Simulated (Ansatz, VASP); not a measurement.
## H2Pt: VASP beside Ansatz

Wanted: the spread between two codes on one cell, functional and k mesh. The cell is generated by rule, not measured, and may not be a known phase. The cell is taken from a series of VASP runs on this material, whose earlier steps may have relaxed, scaled or displaced it; both programs get it as it stands.

Program: Ansatz 0.2.0. Level of theory: plane waves, with VASP 6.6.1 beside it; band structure at HSE06. Results are calculated unless marked as measured.

The structure was built from a prototype and need not be the compound's stable phase.

## 1. The starting structure

Symmetry: P-3m1, No. 164, trigonal system. The conventional cell has a = 3.041 Å, b = 3.041 Å, c = 5.383 Å, α = 90.00°, β = 90.00°, γ = 120.00°. Nearest to Pt lie 6 H at 1.90 Å. H has 3 Pt at 1.90 Å nearest. Farther neighbours are not listed.

## 2. Ansatz: band structure, HSE06

Ansatz runs on its default PAW (the set named soft_2) files.

With cell and atoms fixed, the geometry can't cause a difference; cores, projectors, grids and the points listed under the comparison can.

The input, input.yaml:

```yaml
crystal:
  lattice:
    - [3.04055898, 0.0, 0.0]
    - [-1.52027949, 2.633201318, 0.0]
    - [0.0, 0.0, 5.38261]
  atoms:
    - { symbol: Pt, position: [0.0, 0.0, 0.0] }
    - { symbol: H, position: [0.333333333, 0.666666667, 0.134452846] }
    - { symbol: H, position: [0.666666667, 0.333333333, 0.865547154] }
hamiltonian:
  xc: { exchange: pbe, correlation: pbe, exx: { coeff: 0.25, omega: 0.2 } }
  pseudopotentials: { kind: paw }
kpoints:
  mp_grid: { grid: [6, 6, 4] }
  band_path:
    path:
      - [0.0, 0.0, 0.0]
      - [0.42857, 0.0, 0.0]
      - [0.40476, 0.19048, 0.0]
      - [0.19048, 0.19048, 0.0]
      - [0.0, 0.0, 0.07143]
      - [0.0, 0.0, 0.5]
      - [0.42857, 0.0, 0.5]
      - [0.38095, 0.2381, 0.5]
      - [0.19048, 0.19048, 0.5]
      - [0.5, 0.0, 0.35714]
      - [0.33333, 0.33333, 0.0]
      - [0.33333, 0.33333, 0.5]
    npoints: 1
scf:
  occupations: { method: gaussian, width: 0.02 }
  n_extra_bands: 7
output:
  forces: true
  stress: true
  eigenvalues: true
```

Started as:

```
$ ansatz run input.yaml --threads 4 --pin off --max-ram 9216MiB --backend cpu --events-out ev --progress --plain --runs-dir out
```

Numbers of over 12 decimals in the logs are rounded to 6 here.

Log:

```text
Warning: output.stress: scf.convergence.dr2_threshold = 1e-7 eV (the SCF's general default) is looser than the 3e-10 eV advised for a printed stress (1e-10 eV for each atom of the cell: 3). What an SCF threshold leaves in a stress goes as its square root, and in the free energy as the threshold itself, and one threshold admits the most on a small cell: [figures from the program's tests cut] Set scf.convergence.dr2_threshold to 3e-10 eV or tighter. The threshold is an SCF's pass mark: one that does not reach it within its budget of iterations ends unconverged, or closes short of it on a stop that the run arms, and scf.convergence.dr2_threshold's page says what that costs each kind of run
Warning: output.stress: scf.exx.energy_threshold = 1e-6 eV is looser than the 3e-8 eV advised for a stress under a hybrid functional (1e-8 eV for each atom of the cell: 3). Every SCF of the exchange loop can meet its threshold on dr2 while the loop round them stops early: no threshold on dr2 bounds what that leaves in the stress. Set scf.exx.energy_threshold to 3e-8 eV or tighter. The threshold is the loop's pass mark: a loop that does not reach it within its budget of cycles ends unconverged, and scf.exx.energy_threshold's page has the law
scf.n_extra_bands = 7 over 10 filled bands (N_el = 20.0): the run solves 17 bands
Engine: ansatz 0.2.0, aarch64-unknown-linux-gnu
Pseudopotentials: kind: paw
Pseudopotential: Pt, paw, valence charge 18, recommended cutoff 420 eV (normal), Pt.paw.azcp
Pseudopotential: H, paw, valence charge 1, recommended cutoff 420 eV (normal), H.paw.azcp
Functional definition: unnamed
  parameter a_1 = 0.25
  parameter omega_1 = 0.2/angstrom
  exchange = pbe_x + (-a_1)*pbe_x_sr(omega_1) + a_1*exact_x_sr(omega_1)
  correlation = pbe_c
Crystal: 3 atoms, lattice volume = 43.095 Å³
Basis set: ecut = 420 eV, 857 PW (Γ), exchange–correlation on 48×48×72 points (8 copies of the dense FFT grid, shifted against one another)
Bands: 17, of which v1, the nominal top of the filled ones, is band 10 counted from 1 (9 counted from 0)
Symmetry: 12 space group operations
Space group: P-3m1 (ITA 164), of the structure as read, at distance tolerance 3.5e-5 Å
k-points: 24 of 144
Non-local potential: Pt, projectors of the file, l = 0: 3, l = 1: 2, l = 2: 2, l = 3: 1
Non-local potential: H, projectors of the file, l = 0: 2, l = 1: 1
PAW form: soft (Blöchl's): semilocal exchange-correlation on the pseudo side does not see the compensation charge
PAW frozen core: Pt, regenerated for the run's functional, and the local potential with it (the file was generated under x = pbe(κ = 0.804, μ = 0.219515), c = pbe(β = 0.066725))
PAW one-centre angular grid: Pt, 590 points (default); XC on 64 Gauss nodes
PAW one-centre angular grid: H, 110 points (default); XC on 64 Gauss nodes
Initial density: superposition of atomic densities (neutral atoms: chi_scale 0, normalization atom), corrected by the library's trained network
Initial wavefunctions: pseudopotential atomic-orbital guess
Functional: x = pbe(κ = 0.804, μ = 0.219515), c = pbe(β = 0.066725), warm-up for x = pbe(κ = 0.804, μ = 0.219515) + 0.25 (exact − pbe) at short range (hse, ω = 0.2 Å⁻¹), c = pbe(β = 0.066725)
SCF iter   1: F=—  HF=-12554.193172 eV  |F-HF|=—  |Δ(HF+E_count)|=         —  Δρ=1.17e-2  dr2=3.30e-2  ethr=1.77e-3  ⟨swp⟩=9.6  Hψ=1963  notcnv=0
preconditioner: auto → none  [insulator: Δε(μ)=0.167 eV  Ē_g=12.815 eV  σ=0.020 eV  W_gap=0.67  n_scr=10 (ndim 8)  ℏωp=19.6 eV  f_vac=0.324  D(μ)=2.14/eV (n_scr^D=22)]
SCF iter   2: F=—  HF=-12554.182059 eV  |F-HF|=—  |Δ(HF+E_count)|=   1.11e-2  Δρ=4.93e-3  dr2=4.25e-3  ethr=1.65e-4  ⟨swp⟩=3.4  Hψ=973  notcnv=0
SCF iter   3: F=—  HF=-12554.182007 eV  |F-HF|=—  |Δ(HF+E_count)|=   5.19e-5  Δρ=2.09e-3  dr2=2.27e-3  ethr=2.12e-5  ⟨swp⟩=3.1  Hψ=1068  notcnv=0  defer=1
iter 4 solved again at ethr=2.04e-7 eV; its pass at ethr=1.13e-5 eV (dr2=4.08e-5 eV) is discarded
SCF iter   4: F=—  HF=-12554.181449 eV  |F-HF|=—  |Δ(HF+E_count)|=   5.57e-4  Δρ=4.98e-4  dr2=4.04e-5  ethr=2.04e-7  ⟨swp⟩=2.8  Hψ=1564  notcnv=0
SCF iter   5: F=—  HF=-12554.181477 eV  |F-HF|=—  |Δ(HF+E_count)|=   2.74e-5  Δρ=8.57e-5  dr2=1.14e-6  ethr=2.02e-7  ⟨swp⟩=2.6  Hψ=682  notcnv=0
SCF iter   6: F=—  HF=-12554.181478 eV  |F-HF|=—  |Δ(HF+E_count)|=   1.38e-6  Δρ=8.19e-6  dr2=7.96e-9  ethr=5.71e-9  ⟨swp⟩=3.0  Hψ=776  notcnv=0
SCF iter   7: F=-12554.181478 eV  HF=-12554.181478 eV  |F-HF|=4.07e-10  |Δ(HF+E_count)|=   2.22e-8  Δρ=1.11e-6  dr2=2.59e-10  ethr=3.98e-11  ⟨swp⟩=3.0  Hψ=824  notcnv=0
SCF 1 converged in 7 iterations: F = -12554.181478 eV  dr2 = 2.59e-10
  greatest PAW one-centre occupation: 1.000 electrons in one spin orbital (limit 2), on the Pt atom at site 0 (counted from 0), in its partial waves of l = 0
Initial density: handed on by an earlier stage of this run
Initial wavefunctions: those handed on with the density
Functional: x = pbe(κ = 0.804, μ = 0.219515) + 0.25 (exact − pbe) at short range (hse, ω = 0.2 Å⁻¹), c = pbe(β = 0.066725)
[...]
preconditioner: auto → none  [insulator: Δε(μ)=0.217 eV  Ē_g=14.436 eV  σ=0.020 eV  W_gap=0.67  n_scr=10 (ndim 8)  ℏωp=19.6 eV  f_vac=0.328  D(μ)=2.14/eV (n_scr^D=22)]
[...]
SCF 2 converged in 6 iterations: F = -12556.483541 eV  dr2 = 2.49e-9
  Residual-converged pass: ⟨swp⟩=3.0  Hψ=836  notcnv=0  max |occ|·‖R‖ = 6.5e-6 eV (tolerance 6.7e-6 eV)  dr2=2.33e-9  dr2_onsite=6.83e-10  max |Δocc| = 4.0e-56
hybrid outer 1: dexx = +3.794e-3 eV, tail = 1.38e-3 eV
Exchange kernel: α = 0.2500, screened, ω = 0.2000 Å⁻¹, Wigner–Seitz truncation, v(0) = 1124.8349 eV·Å³, q-mesh 6×6×4, nearest image of the exchange supercell L = 18.24 Å, pair-density grid 15×15×24, without the augmentation charges, whose exchange is taken in its separable form by FFT convolution over the k-point mesh (sized by the pseudopotential files, 18×18×36 at the most), smooth part of the exact exchange by density-matrix convolution
Frozen-core exchange: fock
[...]
preconditioner: auto → none  [insulator: Δε(μ)=0.219 eV  Ē_g=14.309 eV  σ=0.020 eV  W_gap=0.67  n_scr=10 (ndim 8)  ℏωp=19.6 eV  f_vac=0.332  D(μ)=2.14/eV (n_scr^D=22)]
[...]
SCF iter   3: F=—  HF=-12556.487746 eV  |F-HF|=—  |Δ(HF+E_count)|=   4.60e-5  Δρ=1.02e-4  dr2=6.04e-6  ethr=3.80e-9  ⟨swp⟩=4.0  Hψ=1197  notcnv=0
SCF iter   4: F=-12556.487745 eV  HF=-12556.487745 eV  |F-HF|=5.74e-9  |Δ(HF+E_count)|=   1.76e-6  Δρ=1.08e-5  dr2=1.33e-7  ethr=3.80e-9  ⟨swp⟩=3.0  Hψ=818  notcnv=0
SCF 3 stopped early in 4 iterations: F = -12556.487745 eV  dr2 = 1.33e-7
  Residual-converged pass: ⟨swp⟩=3.0  Hψ=864  notcnv=0  max |occ|·‖R‖ = 6.1e-6 eV (tolerance 6.7e-6 eV)  dr2=1.32e-7  dr2_onsite=2.97e-9  max |Δocc| = 7.7e-57
hybrid outer 2: dexx = +4.998e-5 eV, tail = 6.10e-6 eV, Δε = 4.47e-2 eV (about 1.07e-3 eV left of the loop's levels), ΔF = 1.58e-2 eV/Å (tail 2.05e-3)
Exchange kernel: α = 0.2500, screened, ω = 0.2000 Å⁻¹, Wigner–Seitz truncation, v(0) = 1124.8349 eV·Å³, q-mesh 6×6×4, nearest image of the exchange supercell L = 18.24 Å, pair-density grid 15×15×24, without the augmentation charges, whose exchange is taken in its separable form by FFT convolution over the k-point mesh (sized by the pseudopotential files, 18×18×36 at the most), smooth part of the exact exchange by density-matrix convolution
Frozen-core exchange: fock
SCF iter   1: F=—  HF=-12556.487711 eV  |F-HF|=—  |Δ(HF+E_count)|=         —  Δρ=4.03e-5  dr2=1.83e-6  ethr=1.05e-8  ⟨swp⟩=4.7  Hψ=1268  notcnv=0
preconditioner: auto → none  [insulator: Δε(μ)=0.220 eV  Ē_g=14.295 eV  σ=0.020 eV  W_gap=0.67  n_scr=10 (ndim 8)  ℏωp=19.6 eV  f_vac=0.332  D(μ)=2.14/eV (n_scr^D=22)]
SCF iter   2: F=—  HF=-12556.487711 eV  |F-HF|=—  |Δ(HF+E_count)|=   1.11e-7  Δρ=1.34e-5  dr2=1.56e-6  ethr=1.71e-9  ⟨swp⟩=2.9  Hψ=683  notcnv=0
SCF iter   3: F=—  HF=-12556.487746 eV  |F-HF|=—  |Δ(HF+E_count)|=   3.49e-5  Δρ=4.07e-5  dr2=6.01e-7  ethr=8.98e-11  ⟨swp⟩=4.0  Hψ=1085  notcnv=0  defer=1
SCF iter   4: F=—  HF=-12556.487746 eV  |F-HF|=—  |Δ(HF+E_count)|=   1.85e-7  Δρ=1.53e-6  dr2=2.02e-8  ethr=8.98e-11  ⟨swp⟩=4.0  Hψ=979  notcnv=0
SCF iter   5: F=—  HF=-12556.487746 eV  |F-HF|=—  |Δ(HF+E_count)|=   1.34e-7  Δρ=5.28e-6  dr2=7.85e-9  ethr=1.78e-12  ⟨swp⟩=4.0  Hψ=1098  notcnv=0  defer=1
SCF iter   6: F=—  HF=-12556.487746 eV  |F-HF|=—  |Δ(HF+E_count)|=   2.45e-9  Δρ=2.19e-7  dr2=6.43e-10  ethr=1.78e-12  ⟨swp⟩=3.6  Hψ=911  notcnv=0
Mixer restart at iter 6: flushing history
SCF iter   7: F=-12556.487746 eV  HF=-12556.487746 eV  |F-HF|=1.56e-10  |Δ(HF+E_count)|=   3.69e-9  Δρ=8.98e-7  dr2=2.35e-10  ethr=1.00e-12  ⟨swp⟩=3.0  Hψ=875  notcnv=0
SCF 4 converged in 7 iterations: F = -12556.487746 eV  dr2 = 2.35e-10
  Residual-converged pass: ⟨swp⟩=3.0  Hψ=709  notcnv=0  max |occ|·‖R‖ = 2.7e-7 eV (tolerance 2.7e-7 eV)  dr2=2.35e-10  dr2_onsite=1.21e-11  max |Δocc| = 1.1e-58
hybrid outer 3: dexx = +2.619e-8 eV, tail = 3.07e-9 eV, Δε = 6.59e-4 eV (about 3.01e-5 eV left of the loop's levels), ΔF = 1.19e-4 eV/Å (tail 7.56e-5)
NSCF: frozen V_eff on 12 k-points
hybrid SCF converged: 3 outer / 17 inner (+7 warm-up), last move |dexx| = 2.62e-8 eV, tail = 3.07e-9 eV
Stability not checked: this state was not tested for a lower state beside it, because the functional holds exact exchange (a hybrid, or Hartree-Fock), whose exchange loop this test does not read (fock_operator; see scf.lower_state_search)
Free energy (F): -12556.487746 eV
Frozen-core exchange: fock
Harris-Foulkes:  -12556.487746 eV  (|F-HF|=1.56e-10)
Internal energy: -12556.487318 eV  (E = F + TS)
E sigma→0 (E₀):  -12556.487532 eV
Entropy (-TS):   -0.000429 eV (-0.143 meV/atom)
Fermi energy:    5.639829 eV
--- Per-component energies (eV) ---
  E_band       = -475.136692
  E_kinetic    = 662.168735
  E_local      = -3563.794636  (includes V_loc(G=0)·N_el)
  E_nonlocal   = 205.295236
  E_hartree    = 1440.318314
  E_xc         = -221.027246
  E_vxc        = -255.562567  (∫ρ·V_xc dr)
  E_exx        = -67.485303  (= α·E_x^exact, valence–valence)
  E_paw        = -9446.341763  (= ΣΔE_a)
  E_vpaw       = -268.906832  (= ΣTr[D̂ρ^β])
  E_aug_tail   = -0.001879  (compensation charges beyond the density's cutoff)
  E_ewald      = -1563.591259
  E_core_change = -2.027515  (= ΣΔE_core)
  E_smearing   = -0.000429  (= −TS)
  E_closure    = 0.000000  (closes the sum)
  Σ components = -12556.487746   (vs F -12556.487746, Δ=0.00e0)
--- Forces (eV/Å), atoms counted from 1 ---
  atom   1  Pt     0.00000000     0.00000000     0.00000000
  atom   2  H     -0.00000000    -0.00000000    -0.35944414
  atom   3  H      0.00000000     0.00000000     0.35944414
  max |Σ_I F_I| component: 1.11e-16 eV/Å
--- Stress (GPa, compression-positive) ---
      -11.916868      -0.000000       0.000000
       -0.000000     -11.916868       0.000000
        0.000000       0.000000      -2.249963
  P = ⅓ Tr σ = -8.6946 GPa (-86.946 kbar)
--- Band table (eV; the first three rows and the last of 24) ---
  k-point 0: bands = [... 6 lower, 1.6077, 2.0035, 2.6840, 3.7273, 3.7273, 11.6727, 14.0464, 20.2810, ... 3 higher]
  k-point 1: bands = [... 6 lower, 1.6075, 2.0622, 2.5351, 3.7227, 3.7227, 11.3179, 15.2613, 20.1275, ... 3 higher]
  k-point 2: bands = [... 6 lower, 1.6072, 2.2151, 2.2920, 3.7180, 3.7180, 11.0892, 17.5496, 18.1639, ... 3 higher]
  k-point 23: bands = [... 6 lower, 1.9009, 1.9009, 3.2258, 8.4366, 8.4366, 8.8210, 13.4226, 14.9994, ... 3 higher]
```

Elapsed: 25 s, on 4 threads of Arm Neoverse V1, shared host; peak memory 0.99 GiB.

In the SCF lines HF is the Harris–Foulkes energy and dr2 the Hartree energy of the density residual, in eV; the loop may stop once dr2 is under the threshold and the program's other checks hold. Hψ counts applications of the Hamiltonian.

(Continued in part 2 of 2.)

[Lines on the potential files, build, host, timing and source positions are cut from VASP's logs without a mark.]

[Logs are printed without paths, hosts, clocks, repeated set-up lines and the standing remarks that a program may print on its own settings, such as how far it seeks lower states.]

[Hosts, paths, dates, database ids (printed as entryN), source tags and the programs' standing remarks are cut or masked in the printed files.]
